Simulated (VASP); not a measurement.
Data:

```xyz
4
Lattice="3.4246 0.0000 0.0000 -1.7123 2.9657 0.0000 0.0000 0.0000 6.0150" Properties=species:S:1:pos:R:3 pbc="T T T"
B      0.0000     0.0000     0.0000
B      0.0000     0.0000     3.0075
Bi     0.0000     1.9772     1.5037
Bi     1.7123     0.9886     4.5112
```

Computed with PBEsol GGA, VASP's PBE PAW potentials (set 64) (plane waves; VASP). Settings: 620 eV cut-off, 10×10×5 Γ-centred mesh, first-order Methfessel-Paxton smearing of 0.10 eV, potentials B Bi_d.

Energy and stress use the plane-wave basis of the starting cell.

**Question.** The ions, cell shape and volume at an external pressure of 30.0 GPa are relaxed. What does this cell relax into?

**Answer.** 
```xyz
4
Lattice="3.3464 0.0000 0.0000 -1.6732 2.8981 0.0000 0.0000 0.0000 5.9736" Properties=species:S:1:pos:R:3 pbc="T T T"
B      0.0000     0.0000     0.0000
B      0.0000     0.0000     2.9868
Bi     0.0000     1.9320     1.4934
Bi     1.6732     0.9660     4.4802
```
Space group P6_3/mmc (194), at a tolerance of 0.03 Å.

**Question.** How do energy and volume change from the first to the last step?

**Answer.** The energy (σ→0) changes by +121.9 meV/atom and the volume by -5.2 %, in 12 ionic steps.

```tsv
step	E(σ→0) (eV)	max force (eV/Å)	pressure (GPa)	volume (Å³)
1	-17.1596	0.000	20.02	61.09
2	-15.4441	0.000	51.92	53.06
3	-16.6908	0.000	29.72	58.05
4	-16.6774	0.000	29.95	57.98
5	-16.6659	0.000	30.18	57.91
6	-16.6642	0.000	30.24	57.90
7	-16.6591	0.000	30.26	57.87
8	-16.6377	0.000	30.39	57.79
9	-16.6583	0.000	30.33	57.86
10	-16.6570	0.000	30.32	57.85
11	-16.7276	0.000	28.96	58.24
12	-16.6718	0.000	30.00	57.93
```

The structure was generated: BBi was put into the NiAs type type (P6_3/mmc), which need not be its known phase. This run relaxes it under an external pressure of 30 GPa. Symmetry was kept, so distortions that lower it aren't found.
